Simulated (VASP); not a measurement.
These are PBEsol GGA, VASP's PBE PAW potentials (set 64) (plane waves; VASP) values and carry that method's errors.

Input for VASP

KPOINTS:
```
Automatic mesh
0
Gamma
4 4 4
0 0 0
```

File POSCAR:
```
Sn2C6
1.0
  4.7992189613   0.4675835460   0.4675835460
  0.4675835460   4.7992189613   0.4675835460
  0.4675835460   0.4675835460   4.7992189613
Sn C
2 6
Cart
  5.6615282305   5.6615282305   5.6615282305
  1.5064543361   1.5064543361   1.5064543361
  3.0175979716   3.0175979716   4.7433783079
  4.1503845951   4.1503845951   2.4246042587
  3.0175979716   4.7433783079   3.0175979716
  4.1503845951   2.4246042587   4.1503845951
  4.7433783079   3.0175979716   3.0175979716
  2.4246042587   4.1503845951   4.1503845951
```

**INCAR**
```
ALGO=Normal
EDIFF=1E-6
EDIFFG=-0.02
ENCUT=520
GGA=PS
IBRION=2
ISIF=3
ISMEAR=0
LASPH=.TRUE.
LCHARG=.FALSE.
LMAXMIX=4
LREAL=.FALSE.
LWAVE=.FALSE.
NELM=100
NSW=60
PREC=Accurate
SIGMA=0.05
SYSTEM=Sn2C6
```

POTCAR, in this order: Sn_d C (PBE.64 set). Program: vasp_std.

Energy and stress use the plane-wave basis of the starting cell. Unless said otherwise, spin-orbit coupling is left out, though it shifts the bands of the heavy elements here.

Problem. What does the run give for the energy per atom (σ→0), volume per atom, band gap (on the k-mesh)?

Solution. 
```
Item                              Result
------------------------  --------------
energy per atom (σ→0)     -7.597 eV/atom
band gap (on the k-mesh)         1.55 eV
volume per atom            14.96 Å³/atom
```

### OSZICAR
```
...
  12 F= -.60777360E+02 E0= -.60777360E+02  d E =-.138472E-02
       N       E                     dE             d eps       ncg     rms          rms(c)
DAV:   1    -0.607778370553E+02   -0.47627E-03   -0.22786E-02  1216   0.143E+00    0.103E-01
DAV:   2    -0.607776409045E+02    0.19615E-03   -0.95399E-04  1064   0.370E-01    0.494E-02
DAV:   3    -0.607775668196E+02    0.74085E-04   -0.22547E-04  1057   0.195E-01    0.941E-03
DAV:   4    -0.607775676551E+02   -0.83543E-06   -0.31475E-05   968   0.514E-02    0.494E-03
DAV:   5    -0.607775679250E+02   -0.26993E-06   -0.15688E-06   598   0.109E-02
  13 F= -.60777568E+02 E0= -.60777568E+02  d E =-.207791E-03
```

The structure was generated: Sn2C6 was put into an ordered model structure (R-3m), which need not be its known phase. This run relaxes it. Symmetry was kept, so distortions that lower it aren't found. The start is the result of an earlier pass.
